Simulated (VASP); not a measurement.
Calculation: LDA (Ceperley-Alder, Perdew-Zunger), VASP's LDA PAW potentials (set 64) (plane waves; VASP).

The input files of a VASP run:

### INCAR
```
SYSTEM = SiO2
PREC = Accurate; ENCUT = 520; LREAL = .FALSE.
LASPH = .TRUE.
EDIFF = 1E-8; NELM = 100; ALGO = Normal
ISMEAR = 0; SIGMA = 0.01
LWAVE = .FALSE.; LCHARG = .FALSE.
LEPSILON = .TRUE.
```

POSCAR:
```
SiO2
1
    4.1567994890     0.0000000000     0.0000000000
    0.0000000000     4.1567994890     0.0000000000
    0.0000000000     0.0000000000     2.6655413395
Si O
2 4
Direct
  0.0000000000   0.0000000000   0.0000000000
  0.5000000000   0.5000000000   0.5000000000
  0.3054484293   0.3054484293   0.0000000000
  0.8054484293   0.1945515707   0.5000000000
  0.1945515707   0.8054484293   0.5000000000
  0.6945515707   0.6945515707  -0.0000000000
```

### KPOINTS
```
kpoints
0
Gamma
 5 5 8
0 0 0
```

POTCAR, in this order: Si O (LDA.64 set). Program: vasp_std.

What VASP printed:

### OUTCAR
```
 ion  position               nearest neighbor table
   1  0.000  0.000  0.000-   4 1.76   5 1.76   4 1.76   5 1.76   3 1.80   6 1.80
   2  0.500  0.500  0.500-   3 1.76   6 1.76   3 1.76   6 1.76   5 1.80   4 1.80
   3  0.305  0.305  0.000-   2 1.76   2 1.76   1 1.80
   4  0.805  0.195  0.500-   1 1.76   1 1.76   2 1.80
   5  0.195  0.805  0.500-   1 1.76   1 1.76   2 1.80
   6  0.695  0.695  0.000-   2 1.76   2 1.76   1 1.80
  LATTYP: Found a simple tetragonal cell.
 ALAT       =     4.1567994890
 C/A-ratio  =     0.6412484765
 Subroutine PRICEL returns:
 Original cell was already a primitive cell.
 Subroutine GETGRP returns: Found 16 space group operations
The static configuration has the point symmetry D_2h.
 The point group associated with its full space group is D_4h.
The dynamic configuration has the point symmetry D_2h.
 Subroutine INISYM returns: Found 16 space group operations
 Subroutine IBZKPT returns following result:
 Found     30 irreducible k-points:

 Following reciprocal coordinates:
            Coordinates               Weight
  0.000000  0.000000  0.000000      1.000000
  0.200000  0.000000  0.000000      4.000000
  0.400000  0.000000  0.000000      4.000000
  0.200000  0.200000  0.000000      4.000000
  0.400000  0.200000  0.000000      8.000000
  0.400000  0.400000  0.000000      4.000000
  0.000000  0.000000  0.125000      2.000000
  0.200000  0.000000  0.125000      8.000000
  0.400000  0.000000  0.125000      8.000000
  0.200000  0.200000  0.125000      8.000000
  0.400000  0.200000  0.125000     16.000000
  0.400000  0.400000  0.125000      8.000000
  0.000000  0.000000  0.250000      2.000000
  0.200000  0.000000  0.250000      8.000000
  0.400000  0.000000  0.250000      8.000000
  0.200000  0.200000  0.250000      8.000000
  0.400000  0.200000  0.250000     16.000000
  0.400000  0.400000  0.250000      8.000000
...
```

File OSZICAR:
```
...
RMM:   1    -0.134423136214E+03   -0.13442E+03    0.32509E+01  2587   0.105E+02
RMM:   2    -0.114120460248E+03    0.20303E+02   -0.91428E+00  1944   0.221E+01
RMM:   3    -0.114171851538E+03   -0.51391E-01   -0.12650E-01  1988   0.236E+00
RMM:   4    -0.114173214038E+03   -0.13625E-02   -0.24594E-03  2069   0.314E-01
RMM:   5    -0.114173236714E+03   -0.22676E-04   -0.11779E-04  2075   0.506E-02
RMM:   6    -0.114173237761E+03   -0.10473E-05   -0.48157E-05  2085   0.139E-02
RMM:   7    -0.114173237793E+03   -0.31779E-07   -0.46628E-05  1981   0.918E-03
RMM:   8    -0.114173238081E+03   -0.28770E-06   -0.50310E-05  1625   0.848E-03
RMM:   9    -0.114173238319E+03   -0.23818E-06   -0.75228E-05  1333   0.838E-03
RMM:  10    -0.114173238323E+03   -0.41789E-08   -0.18948E-04  1227   0.836E-03
 Linear response to external field (no local field effect), progress :
  Direction:   1
       N       E                     dE             d eps       ncg     rms          rms(c)
RMM:   1    -0.323021884088E+00   -0.32302E+00   -0.85407E-01  2074   0.318E+00
RMM:   2    -0.324547831472E+00   -0.15259E-02   -0.66225E-03  2032   0.488E-01
RMM:   3    -0.324621678881E+00   -0.73847E-04   -0.95103E-05  2112   0.491E-02
RMM:   4    -0.324623843840E+00   -0.21650E-05   -0.26943E-06  2118   0.698E-03
RMM:   5    -0.324623906230E+00   -0.62390E-07   -0.23834E-07  2031   0.142E-03
RMM:   6    -0.324623909362E+00   -0.31318E-08   -0.13922E-07  1480   0.581E-04
RMM:   7    -0.324623909415E+00   -0.53313E-10   -0.13471E-07  1145   0.465E-04
RMM:   8    -0.324623909474E+00   -0.58844E-10   -0.13521E-07  1038   0.451E-04
RMM:   9    -0.324623909372E+00    0.10153E-09   -0.13684E-07  1023   0.450E-04
RMM:  10    -0.324623909228E+00    0.14446E-09   -0.14144E-07  1010   0.450E-04
 Linear response to external field (no local field effect), progress :
  Direction:   2
       N       E                     dE             d eps       ncg     rms          rms(c)
RMM:   1    -0.301715821623E+00   -0.30172E+00   -0.81879E-01  2102   0.312E+00
RMM:   2    -0.304151230445E+00   -0.24354E-02   -0.70556E-03  2019   0.477E-01
RMM:   3    -0.304253665569E+00   -0.10244E-03   -0.12633E-04  2092   0.506E-02
RMM:   4    -0.304256889899E+00   -0.32243E-05   -0.37689E-06  2108   0.737E-03
RMM:   5    -0.304256988656E+00   -0.98757E-07   -0.35994E-07  2009   0.155E-03
RMM:   6    -0.304256994370E+00   -0.57140E-08   -0.22276E-07  1444   0.648E-04
RMM:   7    -0.304256994315E+00    0.54716E-10   -0.21358E-07  1125   0.519E-04
RMM:   8    -0.304256994412E+00   -0.96601E-10   -0.21658E-07  1038   0.502E-04
RMM:   9    -0.304256993745E+00    0.66678E-09   -0.22077E-07  1006   0.500E-04
RMM:  10    -0.304256993554E+00    0.19102E-09   -0.82465E-08   990   0.500E-04
 Linear response to external field (no local field effect), progress :
  Direction:   3
       N       E                     dE             d eps       ncg     rms          rms(c)
RMM:   1    -0.342715768994E+00   -0.34272E+00   -0.96014E-01  1974   0.325E+00
RMM:   2    -0.342130269731E+00    0.58550E-03   -0.64635E-03  1991   0.468E-01
RMM:   3    -0.342193080355E+00   -0.62811E-04   -0.92416E-05  2040   0.468E-02
RMM:   4    -0.342194848140E+00   -0.17678E-05   -0.22720E-06  2083   0.660E-03
RMM:   5    -0.342194891031E+00   -0.42891E-07   -0.22257E-07  1883   0.136E-03
RMM:   6    -0.342194893288E+00   -0.22568E-08   -0.15139E-07  1403   0.574E-04
RMM:   7    -0.342194893284E+00    0.38484E-11   -0.14820E-07  1067   0.465E-04
RMM:   8    -0.342194893296E+00   -0.11623E-10   -0.14739E-07   963   0.453E-04
RMM:   9    -0.342194893436E+00   -0.14046E-09   -0.14962E-07   934   0.453E-04
RMM:  10    -0.342194893423E+00    0.13425E-10   -0.15642E-07   922   0.453E-04
 Linear response to external field, progress :
  Direction:   1
       N       E                     dE             d eps       ncg     rms          rms(c)
RMM:   1    -0.312368862147E+00   -0.31237E+00   -0.83643E-01  3137   0.315E+00
RMM:   2    -0.314349247764E+00   -0.19804E-02   -0.68328E-03  3037   0.482E-01    0.999E-01
RMM:   3    -0.306976692152E+00    0.73726E-02   -0.94534E-03  3076   0.622E-01    0.573E-01
RMM:   4    -0.312935316441E+00   -0.59586E-02   -0.37539E-03  3077   0.449E-01    0.129E-01
RMM:   5    -0.316796236321E+00   -0.38609E-02   -0.30877E-04  3157   0.127E-01    0.260E-02
RMM:   6    -0.317122524007E+00   -0.32629E-03   -0.38679E-05  3085   0.410E-02    0.368E-03
RMM:   7    -0.317219902925E+00   -0.97379E-04   -0.12482E-06  3203   0.798E-03    0.242E-03
RMM:   8    -0.317237459854E+00   -0.17557E-04   -0.16049E-07  3204   0.195E-03    0.295E-04
RMM:   9    -0.317237335690E+00    0.12416E-06   -0.88313E-08  3142   0.864E-04    0.953E-05
RMM:  10    -0.317237590020E+00   -0.25433E-06   -0.69605E-08  2566   0.505E-04    0.190E-05
RMM:  11    -0.317237836824E+00   -0.24680E-06   -0.11719E-07  1560   0.452E-04    0.638E-06
 Linear response to external field, progress :
  Direction:   2
       N       E                     dE             d eps       ncg     rms          rms(c)
RMM:   1    -0.312368843564E+00   -0.31237E+00   -0.83643E-01  3137   0.315E+00
RMM:   2    -0.314349214902E+00   -0.19804E-02   -0.68393E-03  3040   0.482E-01    0.999E-01
RMM:   3    -0.306976504930E+00    0.73727E-02   -0.94463E-03  3075   0.622E-01    0.573E-01
RMM:   4    -0.312935031831E+00   -0.59585E-02   -0.37501E-03  3076   0.449E-01    0.129E-01
RMM:   5    -0.316796371560E+00   -0.38613E-02   -0.30903E-04  3157   0.127E-01    0.260E-02
RMM:   6    -0.317122419427E+00   -0.32605E-03   -0.38931E-05  3084   0.410E-02    0.368E-03
RMM:   7    -0.317219903310E+00   -0.97484E-04   -0.14405E-06  3200   0.799E-03    0.242E-03
RMM:   8    -0.317237465127E+00   -0.17562E-04   -0.35547E-07  3204   0.195E-03    0.295E-04
RMM:   9    -0.317237332966E+00    0.13216E-06   -0.30694E-07  3147   0.869E-04    0.954E-05
RMM:  10    -0.317237590699E+00   -0.25773E-06   -0.32600E-07  2559   0.509E-04    0.189E-05
RMM:  11    -0.317237840049E+00   -0.24935E-06   -0.37882E-07  1560   0.456E-04    0.637E-06
 Linear response to external field, progress :
  Direction:   3
       N       E                     dE             d eps       ncg     rms          rms(c)
RMM:   1    -0.342715768994E+00   -0.34272E+00   -0.96014E-01  1974   0.325E+00
RMM:   2    -0.342130274305E+00    0.58549E-03   -0.64636E-03  1991   0.468E-01    0.106E+00
RMM:   3    -0.331642317618E+00    0.10488E-01   -0.71660E-03  1888   0.563E-01    0.609E-01
RMM:   4    -0.340675410382E+00   -0.90331E-02   -0.11093E-02  1983   0.695E-01    0.545E-02
RMM:   5    -0.341580231547E+00   -0.90482E-03   -0.16142E-04  2022   0.104E-01    0.110E-02
RMM:   6    -0.341694217183E+00   -0.11399E-03   -0.21655E-06  2092   0.108E-02    0.541E-03
RMM:   7    -0.341750163504E+00   -0.55946E-04   -0.30460E-07  2099   0.319E-03    0.323E-04
RMM:   8    -0.341759652831E+00   -0.94893E-05   -0.14061E-07  2086   0.804E-04    0.128E-04
RMM:   9    -0.341760340738E+00   -0.68791E-06   -0.13311E-07  1724   0.523E-04    0.172E-05
RMM:  10    -0.341760423785E+00   -0.83047E-07   -0.14489E-07   948   0.430E-04    0.725E-06
```

### OUTCAR
```
------------------------ aborting loop because EDIFF is reached ----------------------------------------

 HEAD OF MICROSCOPIC STATIC DIELECTRIC TENSOR (INDEPENDENT PARTICLE, excluding Hartree and local field effects)
 ------------------------------------------------------
           3.470747     0.000000     0.000000
          -0.000000     3.470747     0.000000
           0.000000     0.000000     3.688851
 ------------------------------------------------------

 MACROSCOPIC STATIC DIELECTRIC TENSOR (including local field effects in DFT)
 ------------------------------------------------------
           3.358273    -0.000000     0.000000
          -0.000000     3.358273     0.000000
           0.000000     0.000000     3.535008
 ------------------------------------------------------

 PIEZOELECTRIC TENSOR (including local field effects)  for field in x, y, z        (e  Angst)
          XX          YY          ZZ          XY          YZ          ZX
  --------------------------------------------------------------------------------
  x     0.00000     0.00000     0.00000     0.00000     0.00000     0.00000
  y     0.00000     0.00000     0.00000     0.00000     0.00000     0.00000
  z     0.00000     0.00000     0.00000     0.00000     0.00000     0.00000

 PIEZOELECTRIC TENSOR (including local field effects)  for field in x, y, z        (C/m^2)
          XX          YY          ZZ          XY          YZ          ZX
  --------------------------------------------------------------------------------
  x     0.00000     0.00000     0.00000     0.00000     0.00000     0.00000
  y     0.00000     0.00000     0.00000     0.00000     0.00000     0.00000
  z     0.00000     0.00000     0.00000     0.00000     0.00000     0.00000

 BORN EFFECTIVE CHARGES (including local field effects) (in |e|, cummulative output)
 ---------------------------------------------------------------------------------
 ion    1
    1     3.78282     0.35322     0.00000
    2     0.35322     3.78282     0.00000
    3     0.00000     0.00000     4.02917
 ion    2
    1     3.78282    -0.35322     0.00000
    2    -0.35322     3.78282     0.00000
    3     0.00000     0.00000     4.02917
 ion    3
    1    -1.89141    -0.55012     0.00000
    2    -0.55012    -1.89141     0.00000
    3     0.00000     0.00000    -2.01458
 ion    4
    1    -1.89141     0.55012     0.00000
    2     0.55012    -1.89141     0.00000
    3     0.00000     0.00000    -2.01458
 ion    5
    1    -1.89141     0.55012     0.00000
    2     0.55012    -1.89141     0.00000
    3     0.00000     0.00000    -2.01458
 ion    6
    1    -1.89141    -0.55012     0.00000
    2    -0.55012    -1.89141     0.00000
    3     0.00000     0.00000    -2.01458
```
(Selected blocks of OUTCAR.)

The compound is SiO2 in the rutile structure, stishovite, a high-pressure form. It was relaxed first.
